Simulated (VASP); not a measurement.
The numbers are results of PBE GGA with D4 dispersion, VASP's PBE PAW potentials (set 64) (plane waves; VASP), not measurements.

Input for VASP

### POSCAR
```
AlN
1
    0.0000000000     2.2264943002     2.2264943002
    2.2264943002     0.0000000000     2.2264943002
    2.2264943002     2.2264943002     0.0000000000
Al N
1 1
Direct
  0.0000000000   0.0000000000   0.0000000000
  0.2500000000   0.2500000000   0.2500000000
```

### KPOINTS
```
K-points
0
gamma
  10 10 10
0 0 0
```

INCAR:
```
LASPH=T   ! aspherical one-centre terms
SYSTEM=AlN
ALGO=Normal   ! blocked Davidson
LREAL=F   ! projection in real space or not
LWAVE=F
PREC=Accurate
IVDW=13   ! D4
SIGMA=0.05
NELM=100   ! most electronic steps
ISMEAR=0   ! Gaussian
ISIF=2
ENCUT=520
EDIFF=1E-7   ! SCF stop (eV)
GGA=PE   ! PBE
LCHARG=F
```

POTCAR, in this order: Al N (PBE.64 set). Program: vasp_std.

Output of the run:

**OUTCAR**
```
 ion  position               nearest neighbor table
   1  0.000  0.000  0.000-   2 1.93   2 1.93   2 1.93   2 1.93
   2  0.250  0.250  0.250-   1 1.93   1 1.93   1 1.93   1 1.93
  LATTYP: Found a face centered cubic cell.
 ALAT       =     4.4529886004
 Subroutine PRICEL returns:
 Original cell was already a primitive cell.
 Subroutine GETGRP returns: Found 24 space group operations
The static configuration has the point symmetry T_d .
The dynamic configuration has the point symmetry T_d .
 Subroutine INISYM returns: Found 24 space group operations
 Subroutine IBZKPT returns following result:
 Found     47 irreducible k-points:

 Following reciprocal coordinates:
            Coordinates               Weight
  0.000000  0.000000  0.000000      1.000000
  0.100000  0.000000  0.000000      8.000000
  0.200000  0.000000  0.000000      8.000000
  0.300000  0.000000  0.000000      8.000000
  0.400000  0.000000  0.000000      8.000000
  0.500000  0.000000  0.000000      4.000000
  0.100000  0.100000  0.000000      6.000000
  0.200000  0.100000  0.000000     24.000000
  0.300000  0.100000  0.000000     24.000000
  0.400000  0.100000  0.000000     24.000000
  0.500000  0.100000  0.000000     24.000000
 -0.400000  0.100000  0.000000     24.000000
 -0.300000  0.100000  0.000000     24.000000
 -0.200000  0.100000  0.000000     24.000000
 -0.100000  0.100000  0.000000     12.000000
  0.200000  0.200000  0.000000      6.000000
  0.300000  0.200000  0.000000     24.000000
  0.400000  0.200000  0.000000     24.000000
  0.500000  0.200000  0.000000     24.000000
 -0.400000  0.200000  0.000000     24.000000
 -0.300000  0.200000  0.000000     24.000000
 -0.200000  0.200000  0.000000     12.000000
  0.300000  0.300000  0.000000      6.000000
  0.400000  0.300000  0.000000     24.000000
  0.500000  0.300000  0.000000     24.000000
 -0.400000  0.300000  0.000000     24.000000
 -0.300000  0.300000  0.000000     12.000000
  0.400000  0.400000  0.000000      6.000000
  0.500000  0.400000  0.000000     24.000000
 -0.400000  0.400000  0.000000     12.000000
  0.500000  0.500000  0.000000      3.000000
  0.300000  0.200000  0.100000     24.000000
  0.400000  0.200000  0.100000     48.000000
  0.500000  0.200000  0.100000     48.000000
 -0.400000  0.200000  0.100000     24.000000
  0.400000  0.300000  0.100000     24.000000
  0.500000  0.300000  0.100000     48.000000
 -0.400000  0.300000  0.100000     48.000000
 -0.300000  0.300000  0.100000     48.000000
 -0.200000  0.300000  0.100000     24.000000
   k-points           NKPTS =     47   k-points in BZ     NKDIM =     47   number of bands    NBANDS=      8
   number of dos      NEDOS =    301   number of ions     NIONS =      2
   total plane-waves  NPLWV =  13824
   dimension x,y,z NGX =    24 NGY =   24 NGZ =   24
   dimension x,y,z NGXF=    48 NGYF=   48 NGZF=   48
   ions per type =               1   1
   PREC   = accura    normal or accurate (medium, high low for compatibility)
   ISTART =      0    job   : 0-new  1-cont  2-samecut
   ICHARG =      2    charge: 1-file 2-atom 10-const
   ISPIN  =      1    spin polarized calculation?
   LNONCOLLINEAR =      F non collinear calculations
   LSORBIT =      F    spin-orbit coupling
   INIWAV =      1    electr: 0-lowe 1-rand  2-diag
   ENCUT  =  520.0 eV  38.22 Ry    6.18 a.u.   5.85  5.85  5.85*2*pi/ulx,y,z
   NELM   =    100;   NELMIN=  2; NELMDL= -5     # of ELM steps
   EDIFF  = 0.1E-06   stopping-criterion for ELM
   LREAL  =      F    real-space projection
   NLSPLINE    = F    spline interpolate recip. space projectors
   LMAXMIX     =    2 max onsite mixed and CHGCAR
...
```

**OSZICAR**
```
       N       E                     dE             d eps       ncg     rms          rms(c)
DAV:   1     0.100159763988E+02    0.10016E+02   -0.41248E+03   800   0.835E+02
DAV:   2    -0.165748578265E+02   -0.26591E+02   -0.24988E+02  1040   0.139E+02
DAV:   3    -0.171069053721E+02   -0.53205E+00   -0.53205E+00   832   0.248E+01
DAV:   4    -0.171091180179E+02   -0.22126E-02   -0.22126E-02  1216   0.152E+00
DAV:   5    -0.171091192403E+02   -0.12224E-05   -0.12224E-05   824   0.313E-02    0.836E+00
DAV:   6    -0.148451977221E+02    0.22639E+01   -0.13777E+01   824   0.234E+01    0.288E+00
DAV:   7    -0.148385496092E+02    0.66481E-02   -0.93445E-02   760   0.331E+00    0.193E+00
DAV:   8    -0.148325251927E+02    0.60244E-02   -0.20500E-02   848   0.198E+00    0.423E-01
DAV:   9    -0.148321379617E+02    0.38723E-03   -0.10029E-03  1024   0.253E-01    0.209E-01
DAV:  10    -0.148322523102E+02   -0.11435E-03   -0.32299E-04   808   0.152E-01    0.367E-02
DAV:  11    -0.148322499526E+02    0.23576E-05   -0.77987E-06   928   0.219E-02    0.168E-02
DAV:  12    -0.148322499782E+02   -0.25614E-07   -0.16788E-06   832   0.121E-02    0.666E-04
DAV:  13    -0.148322499828E+02   -0.45885E-08   -0.26897E-08   544   0.144E-03
   1 F= -.15413592E+02 E0= -.15413592E+02  d E =-.125786E-10
```

OUTCAR:
```
------------------------ aborting loop because EDIFF is reached ----------------------------------------
  Edisp (eV):   -0.58134
  FORCE on cell =-STRESS in cart. coord.  units (eV):
  Direction    XX          YY          ZZ          XY          YZ          ZX
  --------------------------------------------------------------------------------------
  Total      -1.45108    -1.45108    -1.45108    -0.00000     0.00000    -0.00000
  in kB    -105.31943  -105.31943  -105.31943    -0.00000     0.00000    -0.00000
  external pressure =     -105.32 kB  Pullay stress =        0.00 kB
  volume of cell :       22.07
      direct lattice vectors                 reciprocal lattice vectors
     0.000000000  2.226494300  2.226494300    -0.224568282  0.224568282  0.224568282
     2.226494300  0.000000000  2.226494300     0.224568282 -0.224568282  0.224568282
     2.226494300  2.226494300  0.000000000     0.224568282  0.224568282 -0.224568282
  FREE ENERGIE OF THE ION-ELECTRON SYSTEM (eV)
  ---------------------------------------------------
  free  energy   TOTEN  =       -15.4135916964 eV

  energy  without entropy=      -15.4135916964  energy(sigma->0) =      -15.41359170
```
(Selected blocks of OUTCAR.)

The compound is AlN in the zinc blende structure, a metastable form; wurtzite is the usual one. This cell is one point of a volume scan, at 1.06 of the reference volume.
